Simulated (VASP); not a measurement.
Input:

```xyz
4
Lattice="4.0175 0.0000 0.0000 0.0000 4.0175 0.0000 0.0000 0.0000 5.3538" Properties=species:S:1:pos:R:3 pbc="T T T"
Pb     2.0087     0.0000     4.1754
Pb     0.0000     2.0087     1.1783
O      2.0087     2.0087     0.0000
O      0.0000     4.0175     0.0000
```

Computed with PW91 GGA, VASP's PBE PAW potentials (set 64) (plane waves; VASP 6.6.1). Run with 520 eV cut-off, 6×6×4 Γ-centred mesh, Gaussian smearing of 0.050 eV, potentials Pb_d O.

Without a dispersion term in the relaxation, distances and binding between the weakly bound layers, chains or molecules are unreliable, and so is what depends on them.

**Question.** The ions and cell shape at fixed volume are relaxed. Give the cell that the relaxation ends in.

**Answer.** 
```xyz
4
Lattice="4.0423 0.0000 0.0000 0.0000 4.0423 0.0000 0.0000 0.0000 5.2883" Properties=species:S:1:pos:R:3 pbc="T T T"
Pb     2.0211     0.0000     4.0948
Pb     0.0000     2.0211     1.1935
O      2.0211     2.0211     0.0000
O      0.0000     4.0423     0.0000
```
Space group P4/nmm (129), at a tolerance of 0.03 Å.

**Question.** How much energy does the relaxation gain?

**Answer.** The energy (σ→0) changes by -3.3 meV/atom, in 5 ionic steps.

```json
[
 {"step": "1", "E(σ→0) (eV)": "-21.6959", "max force (eV/Å)": "0.406", "pressure (GPa)": "2.21", "volume (Å³)": "86.41"},
 {"step": "2", "E(σ→0) (eV)": "-21.7060", "max force (eV/Å)": "0.101", "pressure (GPa)": "1.19", "volume (Å³)": "86.41"},
 {"step": "3", "E(σ→0) (eV)": "-21.7069", "max force (eV/Å)": "0.013", "pressure (GPa)": "0.82", "volume (Å³)": "86.41"},
 {"step": "4", "E(σ→0) (eV)": "-21.7080", "max force (eV/Å)": "0.007", "pressure (GPa)": "0.73", "volume (Å³)": "86.41"},
 {"step": "5", "E(σ→0) (eV)": "-21.7092", "max force (eV/Å)": "0.003", "pressure (GPa)": "0.54", "volume (Å³)": "86.41"}
]
```

The compound is PbO in the litharge structure. This cell is one point of a volume scan, at 0.97 of the reference volume. Symmetry was kept, so distortions that lower it aren't found.
